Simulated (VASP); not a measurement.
Data:

```
CELL_PARAMETERS angstrom
      1.25578    -2.17507     0.00000
      1.25578     2.17507     0.00000
      0.00000     0.00000     7.12342
ATOMIC_POSITIONS crystal
  B  0.33333 0.66667 0.25000
  B  0.66667 0.33333 0.75000
  N  0.66667 0.33333 0.25000
  N  0.33333 0.66667 0.75000
```

Computed with revTPSS meta-GGA, VASP's PBE PAW potentials (set 64) (plane waves; VASP 6.6.1). Numerical set-up: 520 eV cut-off, 11×11×4 Γ-centred mesh, tetrahedra with Blöchl corrections, potentials B N.

The cores are frozen, which limits the accuracy of field gradients. Without a dispersion term in the relaxation, distances and binding between the weakly bound layers, chains or molecules are unreliable, and so is what depends on them.

**Question.** Give the principal components of the electric field gradient (V/Å²) and the asymmetry η at each nucleus.

**Answer.** 
| atom | Vxx | Vyy | Vzz | η |
|---|---|---|---|---|
| B1 | -16.6 | -16.6 | 33.1 | 0.00 |
| B2 | -16.6 | -16.6 | 33.1 | 0.00 |
| N3 | -1.5 | -1.5 | 3.0 | 0.00 |
| N4 | -1.5 | -1.5 | 3.0 | 0.00 |

The compound is BN in the hex structure. It was relaxed first, which changed the volume by +8 %.
